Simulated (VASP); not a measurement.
VASP runs on In (bct) share one base input (PBE GGA, plane waves, VASP's PBE PAW potentials (set 64)) and change the settings named in each case.

KPOINTS:
```
Automatic mesh
0
Gamma
14 14 14
0 0 0
```

INCAR:
```
LMAXMIX = 4
GGA = PE   # PBE
ISIF = 2   # forces and stress, cell fixed
LREAL = F
ALGO = Normal
LCHARG = F
PREC = Accurate
EDIFF = 1E-6   # SCF stop (eV)
NELM = 100
SYSTEM = In
LASPH = T   # aspherical one-centre terms
SIGMA = 0.1
ISMEAR = 1
ENCUT = 400   # plane-wave cut-off (eV)
LWAVE = F
```

POSCAR:
```
In
1
   -1.6250000000     1.6250000000     2.4750000000
    1.6250000000    -1.6250000000     2.4750000000
    1.6250000000     1.6250000000    -2.4750000000
In
1
Direct
  0.0000000000   0.0000000000   0.0000000000
```

POTCAR, in this order: In_d (PBE.64 set). Program: vasp_std.

```json
[
 {"change": "base run", "irreducible k-points": "244"},
 {"change": "ISYM = 0", "irreducible k-points": "1376"},
 {"change": "ISYM = 1", "irreducible k-points": "244"},
 {"change": "SYMPREC = 1E-3", "irreducible k-points": "244"}
]
```
 Unless said otherwise, spin-orbit coupling is left out, though it shifts the bands of the heavy elements here.

Left out are runs that ran out of time, are held back, or changed the cell or the kind of run, fixed moments of cells without a moment, rows past the twelfth, gaps on odd meshes, pressures of charged cells and columns that move by less than the noise.

The compound is In in the bct structure. The cell was not relaxed at this level.
